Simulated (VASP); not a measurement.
Output of a VASP run:

OUTCAR:
```
 ion  position               nearest neighbor table
   1  0.000  0.000  0.000-   4 2.22   4 2.22   4 2.22   3 2.22   3 2.22   3 2.22
   2  0.500  0.500  0.500-   3 2.22   3 2.22   3 2.22   4 2.22   4 2.22   4 2.22
   3  0.250  0.250  0.250-   1 2.22   1 2.22   1 2.22   2 2.22   2 2.22   2 2.22
   4  0.750  0.750  0.750-   2 2.22   2 2.22   2 2.22   1 2.22   1 2.22   1 2.22
  LATTYP: Found a trigonal (rhomboedric) cell.
 ALAT       =     5.4341333901
 COS(alpha) =     0.8333334335
 Subroutine PRICEL returns following result:
  LATTYP: Found a face centered cubic cell.
 ALAT       =     4.4369500000
 Subroutine GETGRP returns: Found 12 space group operations
The static configuration has the point symmetry D_3d.
The dynamic configuration has the point symmetry D_3d.
The overall configuration has the point symmetry D_3d.
 Subroutine INISYM returns: Found 12 space group operations
 Subroutine IBZKPT returns following result:
 Found      1 irreducible k-points:

 Following reciprocal coordinates:
            Coordinates               Weight
  0.000000  0.000000  0.000000      1.000000
   k-points           NKPTS =      1   k-points in BZ     NKDIM =      1   number of bands    NBANDS=     18
   number of dos      NEDOS =    301   number of ions     NIONS =      4
   total plane-waves  NPLWV =  46656
   dimension x,y,z NGX =    36 NGY =   36 NGZ =   36
   dimension x,y,z NGXF=    72 NGYF=   72 NGZF=   72
   ions per type =               2   2
   PREC   = accura    normal or accurate (medium, high low for compatibility)
   ISTART =      0    job   : 0-new  1-cont  2-samecut
   ICHARG =      2    charge: 1-file 2-atom 10-const
   ISPIN  =      2    spin polarized calculation?
   LNONCOLLINEAR =      F non collinear calculations
   LSORBIT =      F    spin-orbit coupling
   INIWAV =      1    electr: 0-lowe 1-rand  2-diag
   ENCUT  =  400.0 eV  29.40 Ry    5.42 a.u.   8.86  8.86  8.86*2*pi/ulx,y,z
   NELM   =    100;   NELMIN=  2; NELMDL= -5     # of ELM steps
   EDIFF  = 0.1E-05   stopping-criterion for ELM
   LREAL  =      F    real-space projection
   NLSPLINE    = F    spline interpolate recip. space projectors
   LMAXMIX     =    4 max onsite mixed and CHGCAR
   VOSKOWN=      0    Vosko Wilk Nusair interpolation
   EDIFFG = 0.1E-04   stopping-criterion for IOM
   NSW    =      0    number of steps for IOM
   NBLOCK =      1;   KBLOCK =      1    inner block; outer block
   IBRION =     -1    ionic relax: 0-MD 1-quasi-New 2-CG
   NFREE  =      0    steps in history (QN), initial steepest desc. (CG)
   ISIF   =      2    stress and relaxation
   ISYM   =      2    0-nonsym 1-usesym 2-fastsym
   TEIN   =    0.0    initial temperature
   TEBEG  =    0.0;   TEEND  =   0.0 temperature during run
   SMASS  =  -3.00    Nose mass-parameter (am)
   PSTRESS=    0.0 pullay stress
   NELECT =      28.0000    total number of electrons
   EFERMI =   0.00;   METHOD = LEGACY
   ISMEAR =    -1;   SIGMA  =   0.01  broadening in eV -4-tet -1-fermi 0-gaus
   IALGO  =     38    algorithm
   LDIAG  =      T    sub-space diagonalisation (order eigenvalues)
   IMIX   =      4    mixing-type and parameters
     AMIX     =   0.40;   BMIX     =  1.00
     AMIX_MAG =   1.60;   BMIX_MAG =  1.00
     AMIN     =   0.10
   GGA     = PE    functional components
   VOSKOWN =     0    Vosko Wilk Nusair interpolation
   LHFCALC =     F    Hartree Fock is set to
   LHFONE  =     F    Hartree Fock one center treatment
   AEXX    =    0.0000 exact exchange contribution
   IVDW    =     0    specifies the selected vdW correction
   LEPSILON=     F    determine dielectric tensor
   LRPA    =     F    only Hartree local field effects (RPA)
  energy-cutoff  :      400.00
  volume of cell :       43.67
      direct lattice vectors                 reciprocal lattice vectors
     4.436951000  2.218476000  2.218476000     0.338070058 -0.112690036 -0.112690036
     2.218476000  4.436951000  2.218476000    -0.112690036  0.338070058 -0.112690036
     2.218476000  2.218476000  4.436951000    -0.112690036 -0.112690036  0.338070058
 k-point     1 :   0.0000 0.0000 0.0000  plane waves:     803
 maximum number of plane-waves:       803
```

### OSZICAR
```
       N       E                     dE             d eps       ncg     rms          rms(c)
DAV:   1     0.247049128904E+03    0.24705E+03   -0.12213E+04    72   0.161E+03
DAV:   2     0.128395260014E+02   -0.23421E+03   -0.22471E+03    74   0.400E+02
DAV:   3    -0.348193214900E+02   -0.47659E+02   -0.45502E+02   112   0.154E+02
DAV:   4    -0.363188488440E+02   -0.14995E+01   -0.14934E+01   104   0.329E+01
DAV:   5    -0.363498411355E+02   -0.30992E-01   -0.30985E-01   110   0.404E+00    0.264E+01
DAV:   6    -0.425170504040E+02   -0.61672E+01   -0.21525E+02   104   0.139E+02    0.707E+01
DAV:   7    -0.247948019700E+02    0.17722E+02   -0.23434E+02   136   0.119E+02    0.165E+01
DAV:   8    -0.240462706002E+02    0.74853E+00   -0.20941E+01    92   0.343E+01    0.767E+00
DAV:   9    -0.245591686009E+02   -0.51290E+00   -0.83832E-01   108   0.925E+00    0.737E+00
DAV:  10    -0.245498784210E+02    0.92902E-02   -0.70699E-02   120   0.435E+00    0.634E+00
DAV:  11    -0.243739465461E+02    0.17593E+00   -0.66706E-01   120   0.119E+01    0.278E+00
DAV:  12    -0.244531095855E+02   -0.79163E-01   -0.37991E-01   136   0.959E+00    0.137E+00
DAV:  13    -0.244601864118E+02   -0.70768E-02   -0.32236E-02   104   0.178E+00    0.110E+00
DAV:  14    -0.244627486123E+02   -0.25622E-02   -0.26592E-02   128   0.223E+00    0.303E-01
DAV:  15    -0.244645390045E+02   -0.17904E-02   -0.34910E-03   104   0.555E-01    0.195E-01
DAV:  16    -0.244647146527E+02   -0.17565E-03   -0.10961E-03   104   0.452E-01    0.884E-02
DAV:  17    -0.244648886014E+02   -0.17395E-03   -0.30117E-04    72   0.197E-01    0.501E-02
DAV:  18    -0.244649308341E+02   -0.42233E-04   -0.88207E-05   112   0.104E-01    0.259E-02
DAV:  19    -0.244649368710E+02   -0.60369E-05   -0.12894E-05    72   0.375E-02    0.140E-02
DAV:  20    -0.244649395229E+02   -0.26519E-05   -0.13109E-05   112   0.473E-02    0.635E-03
DAV:  21    -0.244649401459E+02   -0.62303E-06   -0.10190E-06    48   0.137E-02
   1 F= -.24464940E+02 E0= -.24464940E+02  d E =-.109276E-10  mag=     0.0000
```

OUTCAR:
```
------------------------ aborting loop because EDIFF is reached ----------------------------------------
  FORCE on cell =-STRESS in cart. coord.  units (eV):
  Direction    XX          YY          ZZ          XY          YZ          ZX
  --------------------------------------------------------------------------------------
  Total       -4.8250345     -4.8250345     -4.8250345      2.1781108      2.1781108      2.1781108
  in kB     -177.0056984   -177.0056984   -177.0056984     79.9036817     79.9036817     79.9036817
  external PRESSURE =    -177.0056984 kB  Pullay stress =       0.0000000 kB
  volume of cell :       43.67
      direct lattice vectors                 reciprocal lattice vectors
     4.436951000  2.218476000  2.218476000     0.338070058 -0.112690036 -0.112690036
     2.218476000  4.436951000  2.218476000    -0.112690036  0.338070058 -0.112690036
     2.218476000  2.218476000  4.436951000    -0.112690036 -0.112690036  0.338070058
 POSITION                                       TOTAL-FORCE (eV/Angst)
 -----------------------------------------------------------------------------------
      0.00000      0.00000      0.00000         0.000000      0.000000     -0.000000
      4.43695      4.43695      4.43695        -0.000000      0.000000     -0.000000
      2.21848      2.21848      2.21848         0.000000      0.000000      0.000000
      6.65543      6.65543      6.65543        -0.000000     -0.000000      0.000000
 -----------------------------------------------------------------------------------
    total drift:                                0.000000      0.000000      0.000000
  FREE ENERGIE OF THE ION-ELECTRON SYSTEM (eV)
  ---------------------------------------------------
  free  energy   TOTEN  =       -24.4649401459 eV

  energy  without entropy=      -24.4649401459  energy(sigma->0) =      -24.46494015

 total charge

# of ion       s       p       d       tot
------------------------------------------
    1        0.304   0.127   6.239   6.670
    2        0.304   0.127   6.239   6.670
    3        1.481   3.570   0.000   5.051
    4        1.481   3.570   0.000   5.051
--------------------------------------------------
tot          3.570   7.394  12.478  23.442

 magnetization (x)

# of ion       s       p       d       tot
------------------------------------------
    1        0.068   0.009   2.858   2.935
    2       -0.068  -0.009  -2.858  -2.935
    3        0.000   0.000   0.000   0.000
    4        0.000   0.000   0.000   0.000
--------------------------------------------------
tot          0.000   0.000   0.000   0.000
```
(Selected blocks of OUTCAR.)

POSCAR:
```
FeO
1
    4.4369510000     2.2184760000     2.2184760000
    2.2184760000     4.4369510000     2.2184760000
    2.2184760000     2.2184760000     4.4369510000
Fe O
2 2
Direct
  0.0000000000   0.0000000000   0.0000000000
  0.5000000000   0.5000000000   0.5000000000
  0.2500000000   0.2500000000   0.2500000000
  0.7500000000   0.7500000000   0.7500000000
```

### Question
Write an INCAR and KPOINTS that could have produced this output.

### Answer
One answer among several that fit: the input of the run itself, PBE GGA, plane waves, VASP's PBE PAW potentials (set 64).

**KPOINTS**
```
Automatic mesh
0
Gamma
1 1 1
0 0 0
```

### INCAR
```
SYSTEM = FeO
PREC = Accurate
ENCUT = 400
EDIFF = 1E-6
NELM = 100
ALGO = Normal
LREAL = .FALSE.
LASPH = .TRUE.
ISMEAR = -1
SIGMA = 0.01
GGA = PE
LMAXMIX = 4
LWAVE = .FALSE.
LCHARG = .FALSE.
ISIF = 2
ISPIN = 2
MAGMOM = 4.0 -4.0 0.0 0.0
LORBIT = 11
```

POTCAR, in this order: Fe O (PBE.64 set). Program: vasp_std.

At this cut-off the stress carries a Pulay error, which pulls relaxed volumes low.

The structure is a typed FeO crystal. The cell was not relaxed at this level. The k-mesh is coarse (spacing up to 2.35 per Å, 2π included), so the numbers may not be converged in it. The run is one of a series of settings (KPOINTS 1×1×1 Γ-centred mesh against the base run), some of them coarse on purpose.
